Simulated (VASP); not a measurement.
The system is SnSe.

```
CELL_PARAMETERS angstrom
11.42000 0.00000 0.00000
0.00000 4.19000 0.00000
0.00000 0.00000 4.46000
ATOMIC_POSITIONS crystal
Sn 0.12300 0.25000 0.09100
Sn 0.37700 0.75000 0.59100
Sn 0.62300 0.25000 0.40900
Sn 0.87700 0.75000 0.90900
Se 0.35700 0.25000 0.01600
Se 0.14300 0.75000 0.51600
Se 0.85700 0.25000 0.48400
Se 0.64300 0.75000 0.98400
```

| Item | Value |
| --- | --- |
| Program | VASP 6.6.1 |
| Task | relaxation of cell and atoms |
| Functional | LDA |
| Potentials or basis | VASP PAW LDA potentials, release 64 (Sn_d, Se) |
| Cutoff | 600 eV |
| k mesh | 4 × 8 × 8 |
| Occupations | gaussian, width 0.03 eV |
| Spin | no spin polarisation |

At the start: pressure -1.9 GPa; volume 26.68 Å³/atom.

Problem. Where does the relaxation end?

Solution. Over 15 steps the energy falls by 14.7 meV/atom and the volume is 25.13 Å³/atom (-5.8 %); space group Pnma (No. 62, to 0.05 Å).

The path:
| step | energy change (eV) | largest force (eV/Å) | pressure (GPa) | volume (Å³) |
| --- | --- | --- | --- | --- |
| 1 | 0.0000 | 0.1967 | -1.92 | 213.41 |
| 2 | -0.0819 | 0.2722 | 0.49 | 203.65 |
| 3 | -0.0830 | 0.2553 | 0.21 | 204.64 |
| 4 | -0.0962 | 0.1469 | -0.13 | 204.61 |
| 5 | -0.0992 | 0.1023 | -0.36 | 204.58 |
| 6 | -0.1097 | 0.0729 | -0.23 | 203.12 |
| 7 | -0.1159 | 0.0333 | 0.13 | 200.19 |
| 8 | -0.1164 | 0.0361 | 0.06 | 200.82 |
| 9 | -0.1164 | 0.0354 | 0.07 | 200.75 |
| 10 | -0.1168 | 0.0298 | -0.02 | 201.05 |
| 11 | -0.1169 | 0.0238 | -0.15 | 201.49 |
| 12 | -0.1170 | 0.0255 | -0.11 | 201.33 |
| 13 | -0.1173 | 0.0185 | -0.07 | 201.23 |
| 14 | -0.1176 | 0.0129 | 0.03 | 201.00 |
| 15 | -0.1177 | 0.0089 | 0.00 | 201.05 |

Final structure:
```
Sn Se
1.0
    11.31750    0.00000    0.00000
     0.00000    4.12780    0.00000
     0.00000    0.00000    4.30372
Sn Se
4 4
Direct
  0.11771 0.25000 0.08862
  0.38229 0.75000 0.58862
  0.61771 0.25000 0.41138
  0.88229 0.75000 0.91138
  0.35810 0.25000 0.02124
  0.14190 0.75000 0.52124
  0.85810 0.25000 0.47876
  0.64190 0.75000 0.97876
```
